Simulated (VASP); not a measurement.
## GaBiSe3: relaxation of cell and atoms with PBE

Crystal: GaBiSe3.

```xyz
10
Lattice="6.8396 0.0000 0.0000 -3.4198 5.9233 0.0000 0.0000 0.0000 6.3684" Properties=species:S:1:pos:R:3 pbc="T T T"
Ga    0.0000    0.0000    0.0000
Ga    0.0000    0.0000    3.1842
Bi    0.0000    3.9489    4.7763
Bi    3.4198    1.9744    1.5921
Se    3.4198    3.6489    4.7763
Se    1.4501    4.7861    1.5921
Se    1.9697    1.1372    4.7763
Se    0.0000    2.2744    1.5921
Se   -1.4501    4.7861    1.5921
Se    4.8699    1.1372    4.7763
```

The cell was built by a generator and needn't be a form met in nature.

* Program: VASP 6.6.1
* Task: relaxation of cell and atoms
* Functional: PBE
* Potentials or basis: VASP PAW PBE potentials, release 64 (Ga_d, Bi_d, Se)
* Cutoff: 520 eV
* k mesh: 3 × 3 × 2
* Occupations: gaussian, width 0.15 eV
* Spin: no spin polarisation
* Further INCAR settings: PREC = Normal; LREAL = Auto; ALGO = Fast; EDIFF = 0.0001; IBRION = 2; EDIFFG = -0.08; NSW = 24; ISIF = 3

```
Relaxed volume                         : 24.69 Å³/atom
Relaxed cell                           : a = 6.408 Å, b = 6.408 Å, c = 6.945 Å, α = 90.00°, β = 90.00°, γ = 120.00°
Space group after relaxing (to 0.05 Å) : P6_3/mmc (No. 194)
Energy gained by relaxing              : 141.6 meV/atom
Ionic steps                            : 19
Pressure after relaxing                : -0.1 GPa
Largest force after relaxing           : 0.034 eV/Å
Band gap on the k mesh                 : none (metal or under the smearing width)
```

Forces in eV/Å, atoms in the order of the input:
```
Ga   0.000  0.000  0.000
Ga   0.000  0.000  0.000
Bi   0.000  0.000  0.000
Bi   0.000  0.000  0.000
Se   0.000 -0.034  0.000
Se  -0.029 -0.017  0.000
Se   0.029  0.017  0.000
Se   0.000  0.034  0.000
Se   0.029 -0.017  0.000
Se  -0.029  0.017  0.000
```

Stress tensor (GPa, compression positive):
```
-0.01  0.00  0.00
 0.00 -0.01  0.00
 0.00  0.00 -0.34
```

Step by step:
```
step  energy change (eV)  largest force (eV/Å)  pressure (GPa)  volume (Å³)
   1              0.0000                1.1344           -3.89       258.00
   2             -0.7104                1.2113            0.35       235.30
   3             -0.7728                0.9995            3.05       226.58
   4             -1.1228                0.0654            4.12       227.70
   5             -1.1274                0.0779            4.26       227.84
   6             -1.3163                0.1718           -1.62       251.04
   7             -1.3435                0.1089           -0.30       244.73
   8             -1.3434                0.1139            0.05       244.13
   9             -1.3520                0.0300           -0.03       244.50
  10             -1.3630                0.0545            0.06       245.17
  11             -1.3695                0.2701            0.34       246.42
  12             -1.3709                0.1922            0.25       245.99
  13             -1.3783                0.1884            0.00       246.76
  14             -1.3922                0.1763           -0.31       249.05
  15             -1.3730                0.1773           -0.85       253.42
  16             -1.3938                0.1828           -0.50       249.94
  17             -1.4055                0.1652           -0.29       248.74
  18             -1.4125                0.1316            0.04       246.84
  19             -1.4164                0.0338           -0.12       246.94
```

Final structure:
```
CELL_PARAMETERS angstrom
6.40755 0.00000 0.00000
-3.20377 5.54910 0.00000
0.00000 0.00000 6.94501
ATOMIC_POSITIONS crystal
Ga 0.00000 0.00000 0.00000
Ga 0.00000 0.00000 0.50000
Bi 0.33333 0.66667 0.75000
Bi 0.66667 0.33333 0.25000
Se 0.82573 0.65146 0.75000
Se 0.65146 0.82573 0.25000
Se 0.34854 0.17427 0.75000
Se 0.17427 0.34854 0.25000
Se 0.17427 0.82573 0.25000
Se 0.82573 0.17427 0.75000
```

Levels at points of the mesh, in eV from the Fermi level:
```
           k point  band 42  band 43  band 44  band 45  band 46  band 47  band 48  band 49  band 50  band 51
(0.00, 0.00, 0.00)    -0.47    -0.36    -0.36    -0.17     0.01     0.47     0.47     0.74     2.98     3.49
(0.00, 0.00, 0.50)    -0.24     0.02     0.02     0.02     0.02     0.02     0.02     0.82     0.82     3.41
```

Run time: 11 min on 1 thread of AMD EPYC 7R13 Processor (Zen 3), on a shared host, peak memory 0.25 GiB.

Caveat: the k mesh is coarse (spacing up to 0.49 Å⁻¹), so the values aren't converged; spin-orbit coupling is left out, which moves the levels of the heavy elements; the relaxation stopped at a loose force limit of 0.08 eV/Å, so its end isn't a converged minimum.
